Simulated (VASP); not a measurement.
Method: revPBE GGA, VASP's PBE PAW potentials (set 64) (plane waves; VASP 6.6.1).

VASP ran on this input.

File POSCAR:
```
CdS
1
    0.0000000000     2.9969635916     2.9969635916
    2.9969635916     0.0000000000     2.9969635916
    2.9969635916     2.9969635916     0.0000000000
Cd S
1 1
Direct
  0.0000000000   0.0000000000   0.0000000000
  0.2500000000   0.2500000000   0.2500000000
```

**KPOINTS**
```
Automatic mesh
0
Gamma
8 8 8
0 0 0
```

INCAR:
```
! general
SYSTEM  = CdS
PREC    = Accurate
ENCUT   = 520
LREAL   = .False.   ! projection in real space or not
LASPH   = .True.   ! aspherical one-centre terms

! electronic loop
EDIFF   = 1E-7   ! SCF stop (eV)
NELM    = 100   ! most electronic steps
ALGO    = Normal   ! blocked Davidson
LMAXMIX = 4   ! l cut-off of mixed one-centre charges

! smearing
ISMEAR  = 0   ! Gaussian
SIGMA   = 0.05   ! width (eV)

! functional
GGA     = RE   ! revPBE

! ions
ISIF    = 2

! output
LWAVE   = .False.
LCHARG  = .False.
```

POTCAR, in this order: Cd S (PBE.64 set). Program: vasp_std.

The run wrote:

### OSZICAR
```
       N       E                     dE             d eps       ncg     rms          rms(c)
DAV:   1     0.108068418313E+03    0.10807E+03   -0.91282E+03   770   0.125E+03
DAV:   2    -0.133197872989E+01   -0.10940E+03   -0.10496E+03   884   0.294E+02
DAV:   3    -0.611519789090E+01   -0.47832E+01   -0.47703E+01   884   0.628E+01
DAV:   4    -0.615095259562E+01   -0.35755E-01   -0.35749E-01   849   0.545E+00
DAV:   5    -0.615150094459E+01   -0.54835E-03   -0.54835E-03   884   0.661E-01    0.743E+00
DAV:   6    -0.560254788353E+01    0.54895E+00   -0.10772E+00  1013   0.131E+01    0.600E+00
DAV:   7    -0.558794908918E+01    0.14599E-01   -0.21326E-01   779   0.366E+00    0.309E+00
DAV:   8    -0.559136206002E+01   -0.34130E-02   -0.19870E-02   814   0.206E+00    0.296E-01
DAV:   9    -0.559163538963E+01   -0.27333E-03   -0.26993E-03   864   0.789E-01    0.742E-02
DAV:  10    -0.559203613232E+01   -0.40074E-03   -0.44574E-04   789   0.194E-01    0.928E-02
DAV:  11    -0.559225633301E+01   -0.22020E-03   -0.44391E-04   759   0.173E-01    0.266E-02
DAV:  12    -0.559224146556E+01    0.14867E-04   -0.43081E-05   894   0.968E-02    0.106E-02
DAV:  13    -0.559224548171E+01   -0.40162E-05   -0.88739E-06   764   0.195E-02    0.932E-03
DAV:  14    -0.559224579089E+01   -0.30917E-06   -0.13854E-06   789   0.772E-03    0.635E-03
DAV:  15    -0.559224576158E+01    0.29306E-07   -0.66059E-08   694   0.174E-03
   1 F= -.55922458E+01 E0= -.55922458E+01  d E =-.431818E-13
```

OUTCAR:
```
------------------------ aborting loop because EDIFF is reached ----------------------------------------
  FORCE on cell =-STRESS in cart. coord.  units (eV):
  Direction    XX          YY          ZZ          XY          YZ          ZX
  --------------------------------------------------------------------------------------
  Total        0.0123975      0.0123975      0.0123975      0.0000000     -0.0000000      0.0000000
  in kB        0.3689517      0.3689517      0.3689517      0.0000000     -0.0000000      0.0000000
  external PRESSURE =       0.3689517 kB  Pullay stress =       0.0000000 kB
  volume of cell :       53.84
      direct lattice vectors                 reciprocal lattice vectors
     0.000000000  2.996963592  2.996963592    -0.166835527  0.166835527  0.166835527
     2.996963592  0.000000000  2.996963592     0.166835527 -0.166835527  0.166835527
     2.996963592  2.996963592  0.000000000     0.166835527  0.166835527 -0.166835527
  FREE ENERGIE OF THE ION-ELECTRON SYSTEM (eV)
  ---------------------------------------------------
  free  energy   TOTEN  =        -5.5922457616 eV

  energy  without entropy=       -5.5922457616  energy(sigma->0) =       -5.59224576
```
(Selected blocks of OUTCAR.)

File OUTCAR:
```
 val. band max:        0.7445443806   @ k =   0.0000   0.0000   0.0000

 cond. band min:       1.8484780698   @ k =   0.0000   0.0000   0.0000


 Fermi energy:         0.9794141824

 k-point     1 :       0.0000    0.0000    0.0000
  band No.  band energies     occupation
      1     -11.1411      2.00000
      2      -6.7313      2.00000
      3      -6.7313      2.00000
      4      -6.7313      2.00000
      5      -6.3574      2.00000
      6      -6.3574      2.00000
      7       0.7445      2.00000
      8       0.7445      2.00000
      9       0.7445      2.00000
     10       1.8485      0.00000
     11       7.3524      0.00000
     12       7.3524      0.00000
     13       7.3524      0.00000

 k-point     2 :       0.1250    0.0000    0.0000
  band No.  band energies     occupation
      1     -11.0904      2.00000
      2      -6.7134      2.00000
      3      -6.7134      2.00000
      4      -6.6803      2.00000
      5      -6.3580      2.00000
      6      -6.3580      2.00000
      7      -0.1990      2.00000
      8       0.6419      2.00000
      9       0.6419      2.00000
     10       2.6502      0.00000
     11       7.0955      0.00000
     12       7.5305      0.00000
     13       7.5305      0.00000

 k-point     3 :       0.2500    0.0000    0.0000
  band No.  band energies     occupation
      1     -10.9678      2.00000
      2      -6.6747      2.00000
      3      -6.6747      2.00000
      4      -6.5090      2.00000
      5      -6.3535      2.00000
      6      -6.3535      2.00000
      7      -1.5242      2.00000
      8       0.4095      2.00000
      9       0.4095      2.00000
     10       3.4454      0.00000
     11       7.0611      0.00000
     12       7.8131      0.00000
     13       7.8131      0.00000

 k-point     4 :       0.3750    0.0000    0.0000
  band No.  band energies     occupation
      1     -10.8455      2.00000
      2      -6.6448      2.00000
      3      -6.6448      2.00000
...
```

The compound is CdS in the zinc blende structure, a metastable form; wurtzite is the usual one. It was relaxed first, which changed the volume by +9 %.
